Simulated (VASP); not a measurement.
# CdS (Greenockite) with SCAN: from relaxation to properties, part 2 of 5

What structure does CdS (Greenockite) take at this level, and what are its properties? The start is a cell from a database of measured crystal structures.

VASP 6.6.1, plane waves and PAW; the level of theory is named at each step.

So far, gap on the k-mesh (eV): step 2 (full relaxation (SCAN)) 1.56. The relaxed cell has a = 4.145, c = 6.759 Å (conventional setting).

The database entry behind the starting cell differs from later determinations by our own check (about 0.35 % long), so it need not match the best structure at ambient conditions.

### 3. Density, ELF and potential (SCAN)

Level of this step: SCAN; plane waves and PAW (Cd, S) (VASP).

A single point on the relaxed cell gives a clean self-consistent state, with density, ELF and potential written out.

The input, INCAR:

```
SYSTEM = CdS
PREC = Accurate
ENCUT = 400
EDIFF = 1E-06
NELM = 100
ISMEAR = 0
SIGMA = 0.05
LREAL = .FALSE.
ALGO = Normal
METAGGA = SCAN
LASPH = .TRUE.
NBANDS = 24
LORBIT = 11
LWAVE = .FALSE.
LCHARG = .TRUE.
ISIF = 2
LELF = .TRUE.
LVHAR = .TRUE.
```

The input, POSCAR:

```
CdS
1.0
    4.1449408492      0.0000000000      0.0000000000
   -2.0724704246      3.5896240726      0.0000000000
    0.0000000000      0.0000000000      6.7587248543
Cd S
2 2
Direct
    0.3333333333      0.6666666667      0.9996109322
    0.6666666667      0.3333333333      0.4996109322
    0.3333333333      0.6666666667      0.3753890678
    0.6666666667      0.3333333333      0.8753890678
```

The input, KPOINTS:

```
Automatic mesh
0
Gamma
6 6 3
0 0 0
```

Potentials, in the order of the species: Cd and S (PBE family, release 64).

Command:

```console
$ mpirun -np 4 vasp_std
```

What it wrote:

```text
[banner, memory and clock lines left out]
running    4 mpi-ranks, on    1 nodes
 distrk:  each k-point on    4 cores,    1 groups
 distr:  one band on    1 cores,    4 groups

 POSCAR found type information on POSCAR CdS
 POSCAR found :  2 types and       4 ions
 [... a notice as in an earlier step ...]

 LDA part: xc-table for (None), standard interpolation
 POSCAR, INCAR and KPOINTS ok, starting setup
 FFT: planning ... GRIDC
 FFT: planning ... GRID_SOFT
 FFT: planning ... GRID
 WAVECAR not read
 entering main loop
       N       E                     dE             d eps       ncg     rms          rms(c)
DAV:   1     0.141617893008E+03    0.14162E+03   -0.15697E+04   672   0.115E+03
DAV:   2    -0.827143645848E+02   -0.22433E+03   -0.21725E+03   800   0.317E+02
DAV:   3    -0.937028893711E+02   -0.10989E+02   -0.10955E+02   792   0.729E+01
DAV:   4    -0.938020568149E+02   -0.99167E-01   -0.99114E-01   848   0.676E+00
DAV:   5    -0.938037613576E+02   -0.17045E-02   -0.17045E-02   800   0.832E-01    0.106E+01
DAV:   6    -0.830774371015E+02    0.10726E+02   -0.95113E+00   680   0.412E+01    0.123E+01
DAV:   7    -0.830519528640E+02    0.25484E-01   -0.85721E-01   792   0.749E+00    0.913E+00
DAV:   8    -0.830925450067E+02   -0.40592E-01   -0.23248E-01   712   0.549E+00    0.197E+00
DAV:   9    -0.830942944594E+02   -0.17495E-02   -0.43491E-02   816   0.143E+00    0.410E-01
DAV:  10    -0.830933868650E+02    0.90759E-03   -0.48722E-03   752   0.602E-01    0.196E-01
DAV:  11    -0.830928925596E+02    0.49431E-03   -0.19447E-03   736   0.418E-01    0.104E-01
DAV:  12    -0.830929438773E+02   -0.51318E-04   -0.11592E-04   832   0.125E-01    0.569E-02
DAV:  13    -0.830929771524E+02   -0.33275E-04   -0.76525E-05   760   0.566E-02    0.406E-02
DAV:  14    -0.830929844666E+02   -0.73142E-05   -0.22852E-05   752   0.645E-02    0.351E-03
DAV:  15    -0.830929810715E+02    0.33951E-05   -0.11843E-06   520   0.649E-03    0.263E-03
DAV:  16    -0.830929788130E+02    0.22585E-05   -0.25629E-07   384   0.599E-03    0.400E-04
DAV:  17    -0.830929804616E+02   -0.16486E-05   -0.25875E-08   408   0.193E-03    0.223E-04
DAV:  18    -0.830929802654E+02    0.19613E-06   -0.40940E-09   384   0.477E-04
   1 F= -.83092980E+02 E0= -.83092980E+02  d E =-.608388E-11
```

Run time: 36 s. Hardware: 4 MPI ranks of Intel Xeon Platinum 8559C (Emerald Rapids), shared host; peak memory 0.54 GiB; 2.3 min of CPU time.

OUTCAR, selected parts (step 3):

```text
  LATTYP: Found a hexagonal cell.
 ALAT       =     4.1449408492
 C/A-ratio  =     1.6305962136

 Found     14 irreducible k-points:

   k-points           NKPTS =     14   k-points in BZ     NKDIM =     14   number of bands    NBANDS=     24

   ENCUT  =  400.0 eV  29.40 Ry    5.42 a.u.   6.76  6.76 11.02*2*pi/ulx,y,z

   NELECT =      36.0000    total number of electrons

 E-fermi :   1.1200

 k-point     1 :       0.0000    0.0000    0.0000
  band No.  band energies     occupation
    ...
     14       0.1444      2.00000
     15       0.1444      2.00000
     16       0.8525      2.00000
     17       0.9063      2.00000
     18       0.9063      2.00000
     19       2.4723      0.00000
     20       4.1005      0.00000
     21       7.8515      0.00000
     22       7.8515      0.00000
     23       8.1446      0.00000
    ...

 k-point     2 :       0.1667    0.0000    0.0000
  band No.  band energies     occupation
    ...
     14      -0.8216      2.00000
     15      -0.2623      2.00000
     16      -0.1753      2.00000
     17       0.6517      2.00000
     18       0.7163      2.00000
     19       3.5874      0.00000
     20       4.9652      0.00000
     21       7.0532      0.00000
     22       8.1503      0.00000
     23       8.2307      0.00000
    ...

  Total       -0.0231919     -0.0231919     -0.0038013      0.0000000      0.0000000      0.0000000
  in kB       -0.3695002     -0.3695002     -0.0605642      0.0000000      0.0000000      0.0000000
  external PRESSURE =      -0.2665215 kB  Pullay stress =       0.0000000 kB

  energy-cutoff  :      400.00
  volume of cell :      100.56
      direct lattice vectors                 reciprocal lattice vectors
     4.144940849  0.000000000  0.000000000     0.241257966  0.139290352  0.000000000
    -2.072470425  3.589624073  0.000000000     0.000000000  0.278580704  0.000000000
     0.000000000  0.000000000  6.758724854     0.000000000  0.000000000  0.147956903

 POSITION                                       TOTAL-FORCE (eV/Angst)
 -----------------------------------------------------------------------------------
     -0.00000      2.39308      6.75610        -0.000000      0.000000     -0.004267
      2.07247      1.19654      3.37673         0.000000     -0.000000     -0.004267
     -0.00000      2.39308      2.53715        -0.000000      0.000000      0.004267
      2.07247      1.19654      5.91651         0.000000      0.000000      0.004267
 -----------------------------------------------------------------------------------
    total drift:                                0.000001      0.000003     -0.028793

  FREE ENERGIE OF THE ION-ELECTRON SYSTEM (eV)
  ---------------------------------------------------
  free  energy   TOTEN  =       -83.0929802654 eV

  energy  without entropy=      -83.0929802654  energy(sigma->0) =      -83.09298027

 total charge
# of ion       s       p       d       tot
------------------------------------------
    1        0.411   0.315   9.577  10.303
    2        0.411   0.315   9.577  10.303
    3        1.315   2.422   0.000   3.737
    4        1.315   2.422   0.000   3.737
--------------------------------------------------
tot          3.451   5.475  19.155  28.081

[... 3 parts as in an earlier step ...]

[... 7 further parts left out ...]
```

This step gave:

```yaml
electronic_steps: 18
irreducible_k_points: 14
free_energy_toten: -83.0930 eV
fermi_energy: 1.12 eV
pressure: -0.02665 GPa
gap_on_the_k_mesh: 1.566 eV
least_direct_gap_on_the_k_mesh: 1.566 eV
```

Valence electrons inside each PAW sphere by angular momentum. Sphere charges, by row:

| atom | s (e) | p (e) | d (e) | tot (e) |
| --- | --- | --- | --- | --- |
| Cd1 | 0.411 | 0.315 | 9.577 | 10.3 |
| Cd2 | 0.411 | 0.315 | 9.577 | 10.3 |
| S3 | 1.315 | 2.422 | 0 | 3.737 |
| S4 | 1.315 | 2.422 | 0 | 3.737 |

Valence density in the ac plane at fractional y = 0.333, with atoms of Cd and S within 0.2 Å of it. It is the smooth field of the valence electrons, not physical close to the nuclei.

Values in e/Å³, 22 rows by 14 columns, each cell a mean:
```
0.2 0.2 0.2 0.2 0.2 0.2 0.5 0.8 1.0 1.0 1.0 0.9 0.5 0.3
0.2 0.1 0.1 0.1 0.2 0.3 0.6 1.0 0.9 0.5 0.8 1.1 0.7 0.4
0.2 0.1 0.1 0.1 0.1 0.3 0.7 1.1 0.7 0.0 0.4 1.0 0.8 0.4
0.1 0.1 0.1 0.1 0.1 0.2 0.5 0.9 1.0 0.7 0.9 1.0 0.6 0.3
0.1 0.0 0.0 0.0 0.1 0.1 0.4 0.7 1.0 1.1 1.1 0.8 0.4 0.2
0.1 0.0 0.0 0.0 0.0 0.1 0.2 0.4 0.6 0.7 0.7 0.5 0.2 0.1
0.0 0.0 0.0 0.0 0.0 0.1 0.1 0.2 0.4 0.4 0.4 0.3 0.2 0.1
0.0 0.0 0.0 0.0 0.0 0.1 0.2 0.3 0.5 0.7 0.6 0.4 0.2 0.1
0.1 0.0 0.0 0.0 0.1 0.1 0.3 0.7 1.7 2.4 1.9 1.0 0.3 0.1
0.1 0.1 0.1 0.1 0.1 0.2 0.6 1.8 4.6 6.3 5.2 2.8 0.7 0.3
0.1 0.1 0.1 0.1 0.1 0.2 0.8 2.6 6.6 9.1 7.4 4.0 1.0 0.3
0.2 0.2 0.2 0.2 0.2 0.2 0.7 2.1 5.4 7.4 6.1 3.3 0.9 0.3
0.2 0.2 0.2 0.2 0.2 0.2 0.4 1.1 2.8 3.8 3.1 1.7 0.5 0.3
0.2 0.2 0.3 0.2 0.2 0.2 0.2 0.4 0.7 1.0 0.8 0.5 0.2 0.2
0.2 0.2 0.2 0.2 0.2 0.1 0.1 0.1 0.2 0.3 0.2 0.2 0.1 0.1
0.1 0.1 0.1 0.1 0.1 0.1 0.1 0.1 0.1 0.1 0.1 0.1 0.1 0.1
0.1 0.1 0.1 0.1 0.1 0.1 0.0 0.0 0.0 0.0 0.0 0.0 0.0 0.0
0.1 0.1 0.1 0.1 0.1 0.0 0.0 0.0 0.0 0.0 0.0 0.0 0.0 0.0
0.1 0.1 0.1 0.1 0.1 0.0 0.0 0.0 0.0 0.0 0.0 0.0 0.0 0.0
0.1 0.1 0.1 0.1 0.1 0.1 0.1 0.1 0.1 0.1 0.1 0.1 0.1 0.1
0.1 0.1 0.2 0.1 0.1 0.1 0.1 0.2 0.2 0.3 0.3 0.2 0.1 0.1
0.2 0.2 0.2 0.2 0.2 0.2 0.3 0.4 0.5 0.6 0.6 0.4 0.3 0.2
```
Columns run along a (4.1 Å), rows up along c (6.8 Å). Atoms in or near the plane, at fractional coordinates: Cd at (0.67, 0.50), S at (0.67, 0.88).

ELF in the ac plane at fractional y = 0.333, with atoms of Cd and S within 0.2 Å of it. It is the smooth field of the valence electrons, not physical close to the nuclei.

Ten even steps from '_' (0.00) to '@' (0.85), each cell a mean:
```
::......::==@@@@@@%%@@@@@@**
--......::**@@@@##++##@@@@%%
==......--##@@@@**--++%%@@%%
==..__..--##@@@@%%**##@@@@%%
--..____--**%%@@@@@@@@@@@@##
::______..==**%%@@@@@@%%##++
..________..--==========--::
__________....::::::::::....
..______....::::::..::::::..
..::::::....::::______..--::
::--++==::..::..________::::
--**##**==::::::______..::..
++##%%##++::::::......::::::
**##%%%%**--..::------::..::
**######**==....::::::....--
==******++--..............::
--======--::______________..
....::::..__________________
__........________....______
..............::--==----....
....::::..::==**########==::
....::....--**%%@@@@@@@@##==
```
Columns run along a (4.1 Å), rows up along c (6.8 Å). Atoms in or near the plane, at fractional coordinates: Cd at (0.67, 0.50), S at (0.67, 0.88).

Electrostatic potential energy in the ac plane at fractional y = 0.333, with atoms of Cd and S within 0.2 Å of it. With pseudopotentials it is smooth inside the atoms' cores, unlike the true potential.

Ten even steps from '_' (-65 eV) to '@' (5 eV), each cell a mean:
```
@@@@@@@@@@@@@@##--..::**%%@@
@@@@@@@@@@@@%%==______::%%@@
@@@@@@@@@@@@%%--______..##@@
@@@@@@@@@@@@%%++______::%%@@
@@@@@@@@@@@@@@%%==--==##@@@@
@@@@@@@@@@@@@@@@%%%%%%@@@@@@
@@@@@@@@@@@@@@@@@@@@@@@@@@@@
@@@@@@@@@@@@@@%%%%%%%%%%@@@@
@@@@@@@@@@@@%%%%########%%@@
@@@@@@@@@@@@%%##########%%%%
@@@@@@@@@@@@%%############%%
@@@@@@@@@@@@%%##########%%%%
@@@@@@@@@@@@%%##########%%@@
@@@@@@@@@@@@@@%%%%%%%%%%@@@@
@@@@@@@@@@@@@@@@@@%%@@@@@@@@
@@@@@@@@@@@@@@@@@@@@@@@@@@@@
@@@@@@@@@@@@@@@@@@@@@@@@@@@@
@@@@@@@@@@@@@@@@@@@@@@@@@@@@
@@@@@@@@@@@@@@@@@@@@@@@@@@@@
@@@@@@@@@@@@@@@@@@@@@@@@@@@@
@@@@@@@@@@@@@@@@@@@@@@@@@@@@
@@@@@@@@@@@@@@@@%%%%%%@@@@@@
```
Columns run along a (4.1 Å; values clipped at the 3rd and 97th percentile), rows up along c (6.8 Å). Atoms in or near the plane, at fractional coordinates: Cd at (0.67, 0.50), S at (0.67, 0.88).

In this run the pressure is -0.03 GPa, small enough to go on.

### 4. Band structure (SCAN)

The mesh alone shows little of the dispersion and can miss band extrema, so KPOINTS_OPT adds a path through the symmetry points after the self-consistent cycle.

The input, INCAR:

```
SYSTEM = CdS
PREC = Accurate
ENCUT = 400
EDIFF = 1E-06
NELM = 100
ISMEAR = 0
SIGMA = 0.05
LREAL = .FALSE.
ALGO = Normal
METAGGA = SCAN
LASPH = .TRUE.
NBANDS = 32
LORBIT = 11
LWAVE = .FALSE.
LCHARG = .FALSE.
KPAR = 4
```

POSCAR is that of step 3.

KPOINTS is that of step 3.

The input, KPOINTS_OPT:

```
Line mode
16
Line-mode
Reciprocal
  0.00000000   0.00000000   0.00000000 GAMMA
  0.50000000   0.00000000   0.00000000 M

  0.50000000   0.00000000   0.00000000 M
  0.33333333   0.33333333   0.00000000 K

  0.33333333   0.33333333   0.00000000 K
  0.00000000   0.00000000   0.00000000 GAMMA

  0.00000000   0.00000000   0.00000000 GAMMA
  0.00000000   0.00000000   0.50000000 A

  0.00000000   0.00000000   0.50000000 A
  0.50000000   0.00000000   0.50000000 L

  0.50000000   0.00000000   0.50000000 L
  0.33333333   0.33333333   0.50000000 H

  0.33333333   0.33333333   0.50000000 H
  0.00000000   0.00000000   0.50000000 A

  0.50000000   0.00000000   0.50000000 L
  0.50000000   0.00000000   0.00000000 M

  0.33333333   0.33333333   0.00000000 K
  0.33333333   0.33333333   0.50000000 H
```

Command:

```console
$ mpirun -np 4 vasp_std
```

What it wrote:

```text
[banner, memory and clock lines left out]
running    4 mpi-ranks, on    1 nodes
 distrk:  each k-point on    1 cores,    4 groups
 distr:  one band on    1 cores,    1 groups

 POSCAR found type information on POSCAR CdS
 POSCAR found :  2 types and       4 ions
 [... a notice as in an earlier step ...]

 LDA part: xc-table for (None), standard interpolation
 POSCAR, INCAR and KPOINTS ok, starting setup
 FFT: planning ... GRIDC
 FFT: planning ... GRID_SOFT
 FFT: planning ... GRID
 WAVECAR not read
 entering main loop
       N       E                     dE             d eps       ncg     rms          rms(c)
DAV:   1     0.141929495944E+03    0.14193E+03   -0.15166E+04   896   0.862E+02
DAV:   2    -0.823812194001E+02   -0.22431E+03   -0.21302E+03  1016   0.255E+02
DAV:   3    -0.937190853808E+02   -0.11338E+02   -0.11273E+02  1096   0.597E+01
DAV:   4    -0.938026465776E+02   -0.83561E-01   -0.83547E-01  1032   0.508E+00
DAV:   5    -0.938037831570E+02   -0.11366E-02   -0.11366E-02  1128   0.559E-01    0.106E+01
DAV:   6    -0.830906107000E+02    0.10713E+02   -0.78333E+00  1016   0.309E+01    0.123E+01
DAV:   7    -0.830546758040E+02    0.35935E-01   -0.66144E-01  1064   0.545E+00    0.905E+00
DAV:   8    -0.830904163654E+02   -0.35741E-01   -0.21708E-01  1024   0.397E+00    0.172E+00
DAV:   9    -0.830940333298E+02   -0.36170E-02   -0.26524E-02  1088   0.997E-01    0.332E-01
DAV:  10    -0.830933857409E+02    0.64759E-03   -0.30971E-03  1040   0.379E-01    0.156E-01
DAV:  11    -0.830929052768E+02    0.48046E-03   -0.10505E-03  1032   0.231E-01    0.998E-02
DAV:  12    -0.830929865017E+02   -0.81225E-04   -0.95251E-05  1048   0.974E-02    0.408E-02
DAV:  13    -0.830929747236E+02    0.11778E-04   -0.37499E-05  1000   0.366E-02    0.105E-02
DAV:  14    -0.830929853476E+02   -0.10624E-04   -0.51529E-06  1112   0.218E-02    0.516E-03
DAV:  15    -0.830929821242E+02    0.32234E-05   -0.12861E-07   632   0.240E-03    0.240E-03
DAV:  16    -0.830929804123E+02    0.17119E-05   -0.79847E-08   536   0.124E-03    0.453E-04
DAV:  17    -0.830929809466E+02   -0.53426E-06   -0.12704E-08   504   0.738E-04
   1 F= -.83092981E+02 E0= -.83092981E+02  d E =-.246112E-14
 Start KPOINTS_OPT (optional k-point list driver)
k-point batch [1-14\144]
       N       E                     dE             ncg
DAV:   1     0.688892421998E+03   -0.44599E+04      896
DAV:   2    -0.247450236751E+04   -0.31634E+04     1032
DAV:   3    -0.262424331817E+04   -0.14974E+03     1088
DAV:   4    -0.262532121389E+04   -0.10779E+01      992
DAV:   5    -0.262533598075E+04   -0.14767E-01     1088
DAV:   6    -0.262533628046E+04   -0.29971E-03     1040
DAV:   7    -0.262533628783E+04   -0.73688E-05     1088
DAV:   8    -0.262533628803E+04   -0.19796E-06      720
[...]
k-point batch [141-144\144]
       N       E                     dE             ncg
DAV:   1     0.105597022729E+05   -0.41558E+04      264
DAV:   2     0.970638434413E+04   -0.85332E+03      288
DAV:   3     0.966835266757E+04   -0.38032E+02      320
DAV:   4     0.966809612007E+04   -0.25655E+00      304
DAV:   5     0.966809276279E+04   -0.33573E-02      312
DAV:   6     0.966809270028E+04   -0.62506E-04      288
DAV:   7     0.966809269894E+04   -0.13421E-05      304
DAV:   8     0.966809269892E+04   -0.26663E-07      248
```

It took 2.6 min on 4 MPI ranks; peak memory 0.87 GiB.

Parts of OUTCAR (step 4):

```text
 Found     14 irreducible k-points:

   k-points           NKPTS =     14   k-points in BZ     NKDIM =     14   number of bands    NBANDS=     32

   NELECT =      36.0000    total number of electrons

 E-fermi :   1.1617

 k-point     1 :       0.0000    0.0000    0.0000
  band No.  band energies     occupation
    ...
     14       0.1444      2.00000
     15       0.1445      2.00000
     16       0.8525      2.00000
     17       0.9063      2.00000
     18       0.9063      2.00000
     19       2.4724      0.00000
     20       4.1006      0.00000
     21       7.8515      0.00000
     22       7.8515      0.00000
     23       8.1447      0.00000
    ...

 k-point     4 :       0.5000    0.0000    0.0000
  band No.  band energies     occupation
    ...
     14      -2.6227      2.00000
     15      -1.7635      2.00000
     16      -0.9856      2.00000
     17      -0.4032      2.00000
     18       0.1467      2.00000
     19       5.0131      0.00000
     20       5.1207      0.00000
     21       6.2757      0.00000
     22       7.6983      0.00000
     23       8.3683      0.00000
    ...

  Total       -0.0248757     -0.0248757     -0.0054662      0.0000000     -0.0000000      0.0000000
  in kB       -0.3963274     -0.3963274     -0.0870888      0.0000000     -0.0000000      0.0000000
  external PRESSURE =      -0.2932479 kB  Pullay stress =       0.0000000 kB

 POSITION                                       TOTAL-FORCE (eV/Angst)
 -----------------------------------------------------------------------------------
     -0.00000      2.39308      6.75610        -0.000000     -0.000000     -0.004262
      2.07247      1.19654      3.37673         0.000000      0.000000     -0.004262
     -0.00000      2.39308      2.53715        -0.000000     -0.000000      0.004262
      2.07247      1.19654      5.91651         0.000000      0.000000      0.004262
 -----------------------------------------------------------------------------------
    total drift:                                0.000001      0.000003     -0.028816

  FREE ENERGIE OF THE ION-ELECTRON SYSTEM (eV)
  ---------------------------------------------------
  free  energy   TOTEN  =       -83.0929809466 eV

  energy  without entropy=      -83.0929809466  energy(sigma->0) =      -83.09298095

[... 11 parts as in an earlier step ...]

[... 3 further parts left out ...]
```

Spin-orbit coupling is off here; it would split degenerate levels.

This step gave:

```yaml
electronic_steps: 17
bands: 32
fermi_energy: 1.162 eV
pressure: -0.02932 GPa
least_gap_on_mesh_and_path: 1.566 eV
least_direct_gap_on_mesh_and_path: 1.566 eV
```

Electronic bands along the path, in eV, zero at the valence-band top; v1 is the highest filled band, c1 the lowest empty one:

```csv
point,v4,v3,v2,v1,c1,c2,c3,c4
Γ,-0.76,-0.05,0.00,0.00,1.57,3.19,6.95,6.95
0.53 of the way,-2.07,-1.43,-0.57,-0.42,3.45,4.42,5.82,6.73
M,-2.67,-1.89,-1.31,-0.76,4.11,4.21,5.37,6.79
0.53 of the way,-2.74,-2.21,-1.48,-1.27,4.77,5.16,5.19,6.82
K,-3.13,-1.87,-1.87,-1.66,4.88,5.53,5.53,7.43
0.53 of the way,-2.22,-1.54,-0.60,-0.55,3.61,4.84,5.90,6.25
Γ,-0.76,-0.05,0.00,0.00,1.57,3.19,6.95,6.95
0.53 of the way,-0.64,-0.64,-0.13,-0.13,2.50,3.27,6.69,7.03
A,-0.39,-0.39,-0.39,-0.39,3.23,3.23,6.57,6.57
0.53 of the way,-1.37,-1.37,-0.95,-0.95,4.18,4.18,5.81,5.81
L,-1.36,-1.36,-1.35,-1.35,3.81,3.81,5.76,5.76
0.47 of the way,-1.93,-1.93,-1.20,-1.20,4.31,4.31,6.07,6.07
H,-2.46,-2.46,-1.15,-1.15,4.79,4.79,6.36,6.36
0.47 of the way,-1.43,-1.43,-1.25,-1.25,4.55,4.55,5.86,5.86
A,-0.39,-0.39,-0.39,-0.39,3.23,3.23,6.57,6.57
jump to L,-1.36,-1.36,-1.35,-1.35,3.81,3.81,5.76,5.76
0.47 of the way,-2.11,-1.72,-1.12,-0.97,3.65,4.24,5.94,5.95
M,-2.67,-1.89,-1.31,-0.76,4.11,4.21,5.37,6.79
jump to K,-3.13,-1.87,-1.87,-1.66,4.88,5.53,5.53,7.43
0.47 of the way,-2.96,-1.88,-1.53,-1.53,5.24,5.24,5.28,7.24
H,-2.46,-2.46,-1.15,-1.15,4.79,4.79,6.36,6.36
```

Of the projections kept (Cd, S), the largest for each band there; the rest of the weight can lie on other orbitals:

| point | v4 | v3 | v2 | v1 | c1 | c2 | c3 | c4 |
| --- | --- | --- | --- | --- | --- | --- | --- | --- |
| Γ | S 0.78 | S 0.79 | S 0.79 | S 0.79 | Cd 0.56 | Cd 0.72 | Cd 1.00 | Cd 1.00 |
| M | S 0.72 | S 0.79 | S 0.74 | S 0.78 | Cd 0.58 | Cd 0.82 | Cd 0.55 | S 0.60 |
| K | S 0.76 | S 0.74 | S 0.74 | S 0.73 | Cd 0.86 | Cd 0.51 | Cd 0.51 | S 0.73 |
| Γ | S 0.78 | S 0.79 | S 0.79 | S 0.79 | Cd 0.56 | Cd 0.72 | Cd 1.00 | Cd 1.00 |
| A | S 0.78 | S 0.78 | S 0.78 | S 0.78 | Cd 0.54 | Cd 0.54 | Cd 0.53 | Cd 0.53 |
| L | S 0.77 | S 0.77 | S 0.76 | S 0.76 | Cd 0.72 | Cd 0.72 | Cd 0.75 | Cd 0.75 |

The path finds the gap of the mesh within 0.02 eV, so the mesh comes close to both band edges.

(Continued in part 3 of 5.)

[Lines on the potential files, build, host, timing and source positions are cut from VASP's logs without a mark.]

[Logs are printed without paths, hosts, clocks, repeated set-up lines and the standing remarks that a program may print on its own settings, such as how far it seeks lower states.]

[Hosts, paths, dates, database ids (printed as entryN), source tags and the programs' standing remarks are cut or masked in the printed files.]

[A measured line is paired with the nearest computed mode of its activity, which favours agreement.]
